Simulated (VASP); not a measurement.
FeAl (CsCl type) is relaxed at rising pressure, each step from the one before. Symmetry mostly holds the structure type, and other phases were not tried. The mesh follows the cell, and a change of mesh leaves a small step in the series.

Input:

```yaml
crystal:
  lattice:
    - [2.83983, 0.00000, 0.00000]
    - [0.00000, 2.83983, 0.00000]
    - [0.00000, 0.00000, 2.83983]
  atoms:
    - { symbol: Al, position: [0.50000, 0.50000, 0.50000] }
    - { symbol: Fe, position: [0.00000, 0.00000, 0.00000] }
```

Level of theory: PBEsol GGA, VASP's PBE PAW potentials (set 64) (plane waves; VASP 6.6.1). Numerical set-up: 500 eV cut-off, 13×13×13 Γ-centred mesh, first-order Methfessel-Paxton smearing of 0.10 eV, potentials Al Fe.

```tsv
P (GPa)	V (Å³/atom)	H − H(0) (eV/atom)	space group	gap on the mesh (eV)	k-mesh
0	11.45	0.000	Pm-3m	0.00	13×13×13
5	11.19	0.353	Pm-3m	0.00	13×13×13
10	10.95	0.699	Pm-3m	0.00	13×13×13
20	___	___	Pm-3m	0.00	13×13×13
30	___	___	Pm-3m	0.00	13×13×13
45	9.73	2.945	Pm-3m	0.00	13×13×13
```

### Question
Fill in the missing entries.

### Answer

- 30, V (Å³/atom): 10.18
- 30, H − H(0) (eV/atom): 2.014
- 20, V (Å³/atom): 10.53
- 20, H − H(0) (eV/atom): 1.368

Pressures at which the relaxation failed are left out.

The compound is FeAl in the CsCl type structure. The run is not spin-polarised, so no magnetic state was tried. The electron count is odd and the run is not spin-polarised, which forces a metal.
